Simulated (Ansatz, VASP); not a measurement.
# SbP in two plane-wave programs, part 2 of 2

Wanted: the spread between two codes on one cell, functional and k mesh. The cell is generated by rule, not measured, and may not be a known phase. The cell is taken from a series of runs on this material, whose earlier steps may have relaxed, scaled, displaced or heated it; both programs get it as it stands.

VASP 6.6.1 and Ansatz 0.2.0.

So far: Set-up; Ansatz: relaxation of cell and atoms, LDA, pair 1; VASP: relaxation of cell and atoms, LDA, pair 1; Side by side.

### 5. VASP: relaxation of cell and atoms, LDA, pair 2

Level of this step: LDA; plane waves and PAW (Sb, P); invented cell (VASP).

The relaxed volume is the usual yardstick between codes: in a stiff, nearly cubic crystal its relative difference is about their pressure difference at one cell divided by the bulk modulus. Its start cell is another than that of the pair before, and may be another structure of the material.

INCAR

```
SYSTEM = SbP
PREC = Accurate
ENCUT = 500
EDIFF = 1E-07
NELM = 120
ISMEAR = 1
SIGMA = 0.15
LREAL = .FALSE.
ALGO = Normal
GGA = CA
NBANDS = 11
LORBIT = 11
LWAVE = .FALSE.
LCHARG = .FALSE.
ISIF = 3
IBRION = 2
NSW = 80
EDIFFG = -0.005
LASPH = .TRUE.
GGA_COMPAT = .FALSE.
NELMIN = 4
KPAR = 2
```

POSCAR

```
SbP
1.0
    3.6263210000      0.0000000000      0.0000000000
    0.0000000000      1.8188200000      3.2160400000
    0.0000000000     -1.8188200000      3.2160400000
Sb P
1 1
Direct
    0.4999998621      0.0410571697      0.0410571697
    0.0000000000      0.7089428303      0.7089428303
```

KPOINTS

```
Automatic mesh
0
Gamma
10 12 12
0 0 0
```

Potentials, in the order of the species: Sb and P (LDA family, release 64).

Started as:

```bash
mpirun -np 2 vasp_std
```

Numbers of over 12 decimals in the logs are rounded to 6 here.

The log of the run:

```text
[... set-up lines as in an earlier step ...]
 entering main loop
       N       E                     dE             d eps       ncg     rms          rms(c)
DAV:   1     0.307683308385E+02    0.30768E+02   -0.38380E+03  5676   0.724E+02
DAV:   2    -0.877047705705E+01   -0.39539E+02   -0.38557E+02  8121   0.116E+02
DAV:   3    -0.105061318834E+02   -0.17357E+01   -0.17179E+01  6881   0.271E+01
DAV:   4    -0.105212352220E+02   -0.15103E-01   -0.15095E-01  6723   0.303E+00
[...]
DAV:  10    -0.103395594859E+02   -0.45450E-05   -0.67623E-05  6585   0.526E-02    0.245E-02
DAV:  11    -0.103395586982E+02    0.78770E-06   -0.10350E-05  6315   0.163E-02    0.611E-03
DAV:  12    -0.103395586185E+02    0.79663E-07   -0.87674E-07  6650   0.514E-03
   1 F= -.10339559E+02 E0= -.10339817E+02  d E =-.103396E+02
[... from here on, the cycles between the ionic steps are left out ...]
   2 F= -.10340558E+02 E0= -.10340863E+02  d E =-.999129E-03
   3 F= -.10340812E+02 E0= -.10341142E+02  d E =-.125361E-02
   4 F= -.10341017E+02 E0= -.10341380E+02  d E =-.204684E-03
   5 F= -.10341051E+02 E0= -.10341408E+02  d E =-.238530E-03
   6 F= -.10341144E+02 E0= -.10341496E+02  d E =-.928279E-04
   7 F= -.10341171E+02 E0= -.10341516E+02  d E =-.119829E-03
   8 F= -.10341192E+02 E0= -.10341539E+02  d E =-.209956E-04
   9 F= -.10341199E+02 E0= -.10341547E+02  d E =-.282288E-04
[...]
reached required accuracy - stopping structural energy minimisation
```

From OUTCAR (step 5):

```text
  Total       -0.0062770      0.0010298      0.0013531      0.0000000      0.0000000      0.0000000
  in kB       -0.2360535      0.0387255      0.0508843      0.0000000      0.0000000      0.0000000
  external PRESSURE =      -0.0488146 kB  Pullay stress =       0.0000000 kB

 POSITION                                       TOTAL-FORCE (eV/Angst)
 -----------------------------------------------------------------------------------
      1.81005      0.00000      0.26519         0.000000      0.000000      0.004476
      0.00000      0.00000      4.52453         0.000000      0.000000     -0.004476
 -----------------------------------------------------------------------------------
    total drift:                                0.000068     -0.000000      0.000017

  FREE ENERGIE OF THE ION-ELECTRON SYSTEM (eV)
  ---------------------------------------------------
  free  energy   TOTEN  =       -10.3411988144 eV

  energy  without entropy=      -10.3422428504  energy(sigma->0) =      -10.34154683

[... 1 part as in an earlier step ...]

[... 3 further parts left out ...]
[key lines of the parts left out:]
E-fermi :   8.3855
```

The run keeps the 4 symmetry operations of its start, so it cannot find a distortion of lower symmetry.

### 6. Ansatz: relaxation of cell and atoms, LDA, pair 2

The same cell, functional (in two slightly different forms), mesh and smearing now go to Ansatz, which takes its cutoff from its data sets.

The cell is taken from a series of runs on this material, whose earlier steps may have relaxed, scaled, displaced or heated it; both programs get it as it stands.

input.yaml

```yaml
crystal:
  lattice:
    - [3.6263208965, 0.0, 0.0]
    - [0.0, 1.8188195279, 3.216040042]
    - [0.0, -1.8188195279, 3.216040042]
  atoms:
    - { symbol: Sb, position: [0.5, 0.0410571824, 0.0410571824] }
    - { symbol: P, position: [0.0, 0.7089428176, 0.7089428176] }
kpoints:
  mp_grid: { grid: [10, 12, 12] }
hamiltonian:
  xc: lda
scf:
  occupations: { method: methfessel_paxton, width: 0.15 }
output:
  forces: true
  stress: true
  eigenvalues: true
relax:
  adjacent_minimum: "off"
  f_tol: 0.001
  max_steps: 60
  cell: { stress_tol: 0.01 }
```

Started as:

```bash
ansatz run input.yaml --threads 4 --pin off --max-ram 7168MiB --backend cpu --events-out ev --progress --plain --runs-dir out
```

The log of the run:

```text
[...]
Crystal: 2 atoms, lattice volume = 42.424 Å³
Basis set: ecut = 420 eV, 821 PW (Γ)
Bands: 14, of which v1, the nominal top of the filled ones, is band 10 counted from 1 (9 counted from 0)
Symmetry: 4 space group operations
[...]
k-points: 258 of 1440 (time reversal used)
[...]
--- Relaxed structure (5 steps of the walk, 5 accepted, 1 SCFs on fresh bases) ---
[...]
cell:  # Å, volume = 42.5507 Å³
    - [3.616089, -2.6676375166953064e-18, 2.04155948504953e-18]
    - [4.725963013847413e-19, 1.842922, 3.192498]
    - [3.1485598176896663e-18, -1.842922, 3.192498]
  atoms:
    - { symbol: Sb, position: [0.5, 0.041662, 0.041662] }
    - { symbol: P, position: [0, 0.708338, 0.708338] }
[key lines of the parts left out:]
SCF converged after 5 iterations
Free energy (F): -7061.278809 eV
Fermi energy:    10.680924 eV
P = ⅓ Tr σ = 0.0007 GPa (0.007 kbar)
```

### 7. Side by side

What differs besides the data sets and the points named for the pairs above, as far as they apply: the data sets hold 20 valence electrons in Ansatz (on its default PAW (the set named soft_2) files) and 10 in VASP. Total energies have different zeros and are not compared.

Compared:

| quantity | Ansatz | VASP | difference |
| --- | --- | --- | --- |
| volume (Å³) | 42.55 | 42.60 | -0.13 % |
| edge a after relaxation, in the typed setting (Å) | 3.616 | 3.620 | -0.11 % |
| edge b after relaxation, in the typed setting (Å) | 3.686 | 3.687 | -0.02 % |

### 8. VASP: relaxation of cell and atoms, LDA, pair 3

The relaxed volume is the usual yardstick between codes: in a stiff, nearly cubic crystal its relative difference is about their pressure difference at one cell divided by the bulk modulus. This pair takes another cell of the material, with 8 atoms against 2 for the pair before.

Changes to INCAR since step 5:

```diff
@@ -10,3 +10,3 @@
 GGA = CA
-NBANDS = 11
+NBANDS = 28
 LORBIT = 11
```

POSCAR

```
SbP
1.0
    3.8314750000      0.0000000000      0.0000000000
   -1.9157380000      3.3181550000      0.0000000000
    0.0000000000      0.0000000000     13.4853460000
Sb P
4 4
Direct
    0.3333333701      0.6666665662      0.8784954424
    0.6666668909      0.3333334338      0.3784954424
    0.3333333701      0.6666665662      0.6215045576
    0.6666668909      0.3333334338      0.1215045576
    0.0000000000      0.0000000000      0.5000000000
    0.0000000000      0.0000000000      0.0000000000
    0.3333333701      0.6666665662      0.2499999629
    0.6666668909      0.3333334338      0.7499999629
```

KPOINTS

```
Automatic mesh
0
Gamma
9 9 4
0 0 0
```

Started as:

```bash
mpirun -np 2 vasp_std
```

The log of the run:

```text
[banner, memory and clock lines left out]
running    2 mpi-ranks, on    1 nodes
[...]
LDA part: xc-table for (Slater(with rela. corr.)+CA(PZ))
 , standard interpolation
 POSCAR, INCAR and KPOINTS ok, starting setup
[...]
entering main loop
       N       E                     dE             d eps       ncg     rms          rms(c)
DAV:   1     0.198076527129E+03    0.19808E+03   -0.14336E+04  2016   0.114E+03
DAV:   2    -0.246799088163E+02   -0.22276E+03   -0.21659E+03  2468   0.195E+02
DAV:   3    -0.423891624756E+02   -0.17709E+02   -0.17086E+02  2552   0.589E+01
DAV:   4    -0.428511382606E+02   -0.46198E+00   -0.45776E+00  2564   0.951E+00
[...]
DAV:  12    -0.421506719502E+02    0.43050E-07   -0.24671E-06  2640   0.776E-03    0.115E-02
DAV:  13    -0.421506721975E+02   -0.24731E-06   -0.80951E-07  2308   0.433E-03    0.428E-03
DAV:  14    -0.421506721280E+02    0.69498E-07   -0.11341E-07  1516   0.211E-03
   1 F= -.42150672E+02 E0= -.42150034E+02  d E =-.421507E+02
[... from here on, the cycles between the ionic steps are left out ...]
   2 F= -.42151009E+02 E0= -.42150313E+02  d E =-.337158E-03
   3 F= -.42151136E+02 E0= -.42150457E+02  d E =-.463386E-03
   4 F= -.42151211E+02 E0= -.42150509E+02  d E =-.753316E-04
   5 F= -.42151293E+02 E0= -.42150535E+02  d E =-.157387E-03
[...]
reached required accuracy - stopping structural energy minimisation
```

OUTCAR, selected parts (step 8):

```text
  Total        0.0035438      0.0035438     -0.0015302     -0.0000000      0.0000000      0.0000000
  in kB        0.0329964      0.0329964     -0.0142476     -0.0000000      0.0000000      0.0000000
  external PRESSURE =       0.0172484 kB  Pullay stress =       0.0000000 kB

 POSITION                                       TOTAL-FORCE (eV/Angst)
 -----------------------------------------------------------------------------------
     -0.00000      2.21730     11.83647         0.000000      0.000000     -0.002694
      1.92024      1.10865      5.10067        -0.000000     -0.000000     -0.002694
     -0.00000      2.21730      8.37092        -0.000000      0.000000      0.002694
      1.92024      1.10865      1.63512        -0.000000      0.000000      0.002694
     -0.00000     -0.00000      6.73579        -0.000000     -0.000000      0.000000
     -0.00000      0.00000      0.00000        -0.000000     -0.000000      0.000000
     -0.00000      2.21730      3.36790         0.000000     -0.000000      0.000000
      1.92024      1.10865     10.10369        -0.000000     -0.000000      0.000000
 -----------------------------------------------------------------------------------
    total drift:                               -0.000286      0.000029      0.000153

  FREE ENERGIE OF THE ION-ELECTRON SYSTEM (eV)
  ---------------------------------------------------
  free  energy   TOTEN  =       -42.1512929002 eV

  energy  without entropy=      -42.1490199277  energy(sigma->0) =      -42.15053524

[... 1 part as in an earlier step ...]

[... 3 further parts left out ...]
[key lines of the parts left out:]
E-fermi :   8.4431
```

### 9. Ansatz: relaxation of cell and atoms, LDA, pair 3

The same cell, functional (in two slightly different forms), mesh and smearing now go to Ansatz, which takes its cutoff from its data sets.

The cell is taken from a series of runs on this material, whose earlier steps may have relaxed, scaled, displaced or heated it; both programs get it as it stands.

input.yaml, the sections that differ from step 6:

```yaml
crystal:
  lattice:
    - [3.8314754388, 0.0, 0.0]
    - [-1.9157377194, 3.318155064, 0.0]
    - [0.0, 0.0, 13.4853459397]
  atoms:
    - { symbol: Sb, position: [0.3333333333, 0.6666666667, 0.8784954689] }
    - { symbol: Sb, position: [0.6666666667, 0.3333333333, 0.3784954689] }
    - { symbol: Sb, position: [0.3333333333, 0.6666666667, 0.6215045311] }
    - { symbol: Sb, position: [0.6666666667, 0.3333333333, 0.1215045311] }
    - { symbol: P, position: [0.0, 0.0, 0.5] }
    - { symbol: P, position: [0.0, 0.0, 0.0] }
    - { symbol: P, position: [0.3333333333, 0.6666666667, 0.25] }
    - { symbol: P, position: [0.6666666667, 0.3333333333, 0.75] }
kpoints:
  mp_grid: { grid: [9, 9, 4] }
# hamiltonian, scf, output, relax: as in step 6
```

Started as:

```bash
ansatz run input.yaml --threads 4 --pin off --max-ram 7168MiB --backend cpu --events-out ev --progress --plain --runs-dir out
```

The log of the run:

```text
[...]
Crystal: 8 atoms, lattice volume = 171.445 Å³
Basis set: ecut = 420 eV, 3321 PW (Γ)
Bands: 48, of which v1, the nominal top of the filled ones, is band 40 counted from 1 (39 counted from 0)
Symmetry: 24 space group operations
[...]
k-points: 36 of 324
[...]
- [0.0, 0.0, 13.450429]
  atoms:
    - { symbol: Sb, position: [0.333333, 0.666667, 0.878642] }
    - { symbol: Sb, position: [0.666667, 0.333333, 0.378642] }
    - { symbol: Sb, position: [0.333333, 0.666667, 0.621358] }
    - { symbol: Sb, position: [0.666667, 0.333333, 0.121358] }
    - { symbol: P, position: [0, 0, 0.5] }
    - { symbol: P, position: [0, 0, 0] }
    - { symbol: P, position: [0.333333, 0.666667, 0.25] }
    - { symbol: P, position: [0.666667, 0.333333, 0.750000] }
[key lines of the parts left out:]
SCF converged after 6 iterations
Free energy (F): -28245.910558 eV
Fermi energy:    10.722763 eV
P = ⅓ Tr σ = 0.0011 GPa (0.011 kbar)
```

### 10. Comparison

What differs besides the data sets and the points named for the pairs above, as far as they apply: the data sets hold 80 valence electrons in Ansatz (on its default PAW (the set named soft_2) files) and 40 in VASP. Total energies have different zeros and are not compared.

Compared:

| quantity | Ansatz | VASP | difference |
| --- | --- | --- | --- |
| volume (Å³) | 171.80 | 172.08 | -0.16 % |
| edge a after relaxation, in the typed setting (Å) | 3.840 | 3.841 | +0.00 % |
| edge c after relaxation, in the typed setting (Å) | 13.450 | 13.472 | -0.16 % |

### 11. Results

| Item | Value |
| --- | --- |
| difference in volume (relaxation of cell and atoms, LDA, pair 1) | -0.35 % |
| difference in volume (relaxation of cell and atoms, LDA, pair 2) | -0.13 % |
| difference in volume (relaxation of cell and atoms, LDA, pair 3) | -0.16 % |

**Reading.** The difference in volume is -0.35 % (relaxation of cell and atoms, LDA, pair 1), within the 1.2 % picked in this series as the mark of a large difference, as far as the stopping tolerances let one tell. The data sets hold unlike numbers of valence electrons (20 in Ansatz and 10 in VASP and 80 in Ansatz and 40 in VASP), so part of the differences comes from the potentials. 3 further runs of this series are not shown here. How closely two codes agree says nothing of how well the functional describes the real material.

[Lines on the potential files, build, host, timing and source positions are cut from VASP's logs without a mark.]

[Logs are printed without paths, hosts, clocks, repeated set-up lines and the standing remarks that a program may print on its own settings, such as how far it seeks lower states.]

[Hosts, paths, dates, database ids (printed as entryN), source tags and the programs' standing remarks are cut or masked in the printed files.]
